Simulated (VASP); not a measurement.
Level of theory: PBE GGA, VASP's PBE PAW potentials (set 64) (plane waves; VASP).

VASP ran on this input.

POSCAR:
```
Sn
1.0
 -2.9631240769   2.9631240769   1.6138802910
  2.9631240769  -2.9631240769   1.6138802910
  2.9631240769   2.9631240769  -1.6138802910
Sn
2
Cartesian
  2.9631240769   0.0000000000   0.8069401455
  0.0000000000   0.0000000000   0.0000000000
```

### INCAR
```
# general
SYSTEM  = Sn
PREC    = Accurate
ENCUT   = 500   # plane-wave cut-off (eV)
LREAL   = F
LASPH   = T   # aspherical one-centre terms

# electronic loop
EDIFF   = 1E-6
NELM    = 100   # most electronic steps
ALGO    = Normal
LMAXMIX = 4

# smearing
ISMEAR  = 1   # Methfessel-Paxton
SIGMA   = 0.1

# functional
GGA     = PE   # PBE

# ions
IBRION  = 2
NSW     = 40
ISIF    = 3   # ions, shape and volume
EDIFFG  = -0.02
PSTRESS = 50   # kbar

# output
LWAVE   = F
LCHARG  = F
```

### KPOINTS
```
Automatic mesh
0
Gamma
13 13 13
0 0 0
```

POTCAR, in this order: Sn_d (PBE.64 set). Program: vasp_std.

The resulting files:

**OSZICAR**
```
       N       E                     dE             d eps       ncg     rms          rms(c)
DAV:   1     0.200281295775E+03    0.20028E+03   -0.14786E+04  7064   0.234E+03
DAV:   2     0.102396153562E+02   -0.19004E+03   -0.18802E+03  7062   0.444E+02
DAV:   3    -0.709610658542E+01   -0.17336E+02   -0.17171E+02  8150   0.138E+02
DAV:   4    -0.761115097249E+01   -0.51504E+00   -0.51387E+00  8092   0.261E+01
DAV:   5    -0.763076074718E+01   -0.19610E-01   -0.19609E-01  9426   0.464E+00    0.220E+00
DAV:   6    -0.761679317364E+01    0.13968E-01   -0.34192E-02  9136   0.282E+00    0.123E+00
DAV:   7    -0.761393146570E+01    0.28617E-02   -0.20870E-02  9142   0.216E+00    0.162E-01
DAV:   8    -0.761390796408E+01    0.23502E-04   -0.18994E-03  8126   0.645E-01    0.357E-02
DAV:   9    -0.761391741161E+01   -0.94475E-05   -0.57198E-05  9112   0.790E-02    0.136E-02
DAV:  10    -0.761391601029E+01    0.14013E-05   -0.74418E-06  8268   0.398E-02    0.170E-03
DAV:  11    -0.761391611440E+01   -0.10411E-06   -0.28008E-07  3820   0.781E-03
   1 F= -.58450686E+01 E0= -.58450170E+01  d E =-.584507E+01
       N       E                     dE             d eps       ncg     rms          rms(c)
DAV:   1    -0.128347037978E+02   -0.52208E+01   -0.10305E+02  7642   0.153E+02    0.130E+01
DAV:   2    -0.834223255664E+01    0.44925E+01   -0.97943E+00  8054   0.591E+01    0.535E+00
DAV:   3    -0.749835910704E+01    0.84387E+00   -0.21905E+00  9196   0.258E+01    0.936E-01
DAV:   4    -0.744890991614E+01    0.49449E-01   -0.84310E-02  7412   0.253E+00    0.181E-01
DAV:   5    -0.744709120593E+01    0.18187E-02   -0.54647E-03 10084   0.848E-01    0.979E-02
DAV:   6    -0.744709425996E+01   -0.30540E-05   -0.59086E-04  7564   0.311E-01    0.360E-02
DAV:   7    -0.744706827676E+01    0.25983E-04   -0.10033E-04  9308   0.171E-01    0.477E-03
DAV:   8    -0.744706604612E+01    0.22306E-05   -0.88396E-06  7824   0.343E-02    0.214E-03
DAV:   9    -0.744706636411E+01   -0.31799E-06   -0.85501E-07  3766   0.170E-02
   2 F= -.58956775E+01 E0= -.58956983E+01  d E =-.506089E-01
       N       E                     dE             d eps       ncg     rms          rms(c)
DAV:   1    -0.820092248815E+01   -0.75386E+00   -0.15415E+01  7666   0.741E+01    0.430E+00
DAV:   2    -0.768170625645E+01    0.51922E+00   -0.85518E-01  8924   0.165E+01    0.198E+00
DAV:   3    -0.755476859169E+01    0.12694E+00   -0.41141E-01  9224   0.109E+01    0.225E-01
DAV:   4    -0.754929606735E+01    0.54725E-02   -0.15785E-02  8422   0.176E+00    0.858E-02
DAV:   5    -0.754859222030E+01    0.70385E-03   -0.81137E-04  9196   0.379E-01    0.373E-02
DAV:   6    -0.754852651715E+01    0.65703E-04   -0.11170E-04  8008   0.151E-01    0.596E-03
DAV:   7    -0.754852538090E+01    0.11363E-05   -0.57245E-06  9178   0.293E-02    0.134E-03
DAV:   8    -0.754852619802E+01   -0.81712E-06   -0.37525E-07  3742   0.655E-03
   3 F= -.59222145E+01 E0= -.59221879E+01  d E =-.771459E-01
       N       E                     dE             d eps       ncg     rms          rms(c)
DAV:   1    -0.754659878175E+01    0.19266E-02   -0.19378E-02  7674   0.246E+00    0.158E-01
DAV:   2    -0.754589444684E+01    0.70433E-03   -0.11993E-03  8866   0.618E-01    0.713E-02
DAV:   3    -0.754573498677E+01    0.15946E-03   -0.49741E-04  9254   0.381E-01    0.861E-03
DAV:   4    -0.754573264050E+01    0.23463E-05   -0.16363E-05  7686   0.547E-02    0.275E-03
DAV:   5    -0.754573331505E+01   -0.67455E-06   -0.58741E-07  3796   0.916E-03
   4 F= -.59221913E+01 E0= -.59221660E+01  d E =-.771227E-01
       N       E                     dE             d eps       ncg     rms          rms(c)
DAV:   1    -0.755342285433E+01   -0.76902E-02   -0.66110E-02  7712   0.434E+00    0.287E-01
DAV:   2    -0.755119367085E+01    0.22292E-02   -0.43606E-03  9092   0.116E+00    0.135E-01
DAV:   3    -0.755058862568E+01    0.60505E-03   -0.17682E-03  9122   0.712E-01    0.219E-02
DAV:   4    -0.755055580869E+01    0.32817E-04   -0.11941E-04  8138   0.145E-01    0.630E-03
DAV:   5    -0.755055320287E+01    0.26058E-05   -0.56308E-06  8284   0.296E-02    0.285E-03
DAV:   6    -0.755055254163E+01    0.66124E-06   -0.54359E-07  3702   0.905E-03
   5 F= -.59222358E+01 E0= -.59222274E+01  d E =-.444731E-04
       N       E                     dE             d eps       ncg     rms          rms(c)
DAV:   1    -0.754924623560E+01    0.13070E-02   -0.79799E-03  7712   0.150E+00    0.100E-01
DAV:   2    -0.754897055394E+01    0.27568E-03   -0.52917E-04  9050   0.405E-01    0.469E-02
DAV:   3    -0.754889902696E+01    0.71527E-04   -0.21303E-04  9140   0.248E-01    0.768E-03
DAV:   4    -0.754889960551E+01   -0.57855E-06   -0.14333E-05  8094   0.501E-02    0.217E-03
DAV:   5    -0.754889994160E+01   -0.33609E-06   -0.51085E-07  3658   0.102E-02
   6 F= -.59222462E+01 E0= -.59222305E+01  d E =-.548697E-04
```

File OUTCAR:
```
------------------------ aborting loop because EDIFF is reached ----------------------------------------
  FORCE on cell =-STRESS in cart. coord.  units (eV):
  Direction    XX          YY          ZZ          XY          YZ          ZX
  --------------------------------------------------------------------------------------
  Total        1.6365697      1.6365697      1.5904510      0.0000000      0.0000000      0.0000000
  in kB       50.3047959     50.3047959     48.8872002      0.0000000      0.0000000      0.0000000
  external PRESSURE =      -0.1677360 kB  Pullay stress =      50.0000000 kB
  volume of cell :       52.12
      direct lattice vectors                 reciprocal lattice vectors
    -2.882693668  2.882693668  1.568117933     0.000000000  0.173448884  0.318853569
     2.882693668 -2.882693668  1.568117933     0.173448884  0.000000000  0.318853569
     2.882693668  2.882693668 -1.568117933     0.173448884  0.173448884  0.000000000
 POSITION                                       TOTAL-FORCE (eV/Angst)
 -----------------------------------------------------------------------------------
      2.88269      0.00000      0.78406        -0.000000     -0.000000     -0.000000
      2.88269     -2.88269      1.56812         0.000000      0.000000      0.000000
 -----------------------------------------------------------------------------------
    total drift:                                0.000000     -0.000000      0.000000
  FREE ENERGIE OF THE ION-ELECTRON SYSTEM (eV)
  ---------------------------------------------------
  free  energy   TOTEN  =        -7.5488999416 eV

  energy  without entropy=       -7.5488529418  energy(sigma->0) =       -7.54888427
  enthalpy is  TOTEN    =        -5.9222461756 eV   P V=        1.6266537660

 reached required accuracy - stopping structural energy minimisation
```
(Selected blocks of OUTCAR.)

**CONTCAR**
```
Sn
   1.00000000000000
    -2.8826936677858148    2.8826936677858148    1.5681179331870814
     2.8826936677858148   -2.8826936677858148    1.5681179331870814
     2.8826936677858148    2.8826936677858148   -1.5681179331870814
  Sn
     2
Direct
     0.2500000000000000    0.7500000000000000    0.5000000000000000
     0.0000000000000000    1.0000000000000000    0.0000000000000000
```

Energy and stress use the plane-wave basis of the starting cell.

The compound is Sn in the beta structure. This run relaxes it under an external pressure of 5 GPa. Symmetry was kept, so distortions that lower it aren't found.
